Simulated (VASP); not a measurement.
An input for Quantum ESPRESSO's pw.x (written as the equivalent of a VASP run, and not itself run):

```
&CONTROL
  calculation = 'vc-relax'
  pseudo_dir = './pseudo'
  outdir = './out'
  tprnfor = .true.
  tstress = .true.
  nstep = 30
  forc_conv_thr = 0.00039
/
&SYSTEM
  ibrav = 0
  nat = 2
  ntyp = 1
  ecutwfc = 88
  occupations = 'smearing'
  smearing = 'methfessel-paxton'
  degauss = 0.00735
  input_dft = 'vdw-df-cx'
/
&ELECTRONS
  conv_thr = 7.3e-09
  electron_maxstep = 100
/
&IONS
/
&CELL
  cell_dofree = 'shape'
/
ATOMIC_SPECIES
  Be 9.012 Be.upf
CELL_PARAMETERS angstrom
     1.1199837   -1.9398686    0.0000000
     1.1199837    1.9398686    0.0000000
     0.0000000    0.0000000    3.5093577
ATOMIC_POSITIONS crystal
  Be   0.3333330  0.6666670  0.2500000
  Be   0.6666670  0.3333330  0.7500000
K_POINTS automatic
  18 18 10 0 0 0
```

Q: Write the VASP files for the same calculation (vdW-DF-cx).

A: One answer among several that fit: 
INCAR:
```
SYSTEM = Be
PREC = Accurate; ENCUT = 520; LREAL = .FALSE.
LASPH = .TRUE.
EDIFF = 1E-7; NELM = 100; ALGO = Normal
ISMEAR = 1; SIGMA = 0.1
GGA = CX; LUSE_VDW = .TRUE.; AGGAC = 0.0
IBRION = 2; NSW = 30; ISIF = 4
EDIFFG = -0.01
LWAVE = .FALSE.; LCHARG = .FALSE.
```

### KPOINTS
```
kpoints
0
G
  18 18 10
```

File POSCAR:
```
Be
1
    1.1199837428    -1.9398685759     0.0000000000
    1.1199837428     1.9398685759     0.0000000000
    0.0000000000     0.0000000000     3.5093577220
Be
2
Direct
  0.3333330000   0.6666670000   0.2500000000
  0.6666670000   0.3333330000   0.7500000000
```

POTCAR, in this order: Be (PBE.64 set). Program: vasp_std.

Limits of the translation: the potentials are each code's own (VASP's PAW set, PseudoDojo norm-conserving files in pw.x), so ENCUT and ecutwfc are chosen apart and not converted; conv_thr bounds pw.x's estimated SCF error, while EDIFF bounds the energy change between steps; forc_conv_thr acts on force components and is met together with etot_conv_thr.

The compound is Be in the hcp structure. This cell is one point of a volume scan, at 0.94 of the reference volume. Symmetry was kept, so distortions that lower it aren't found.
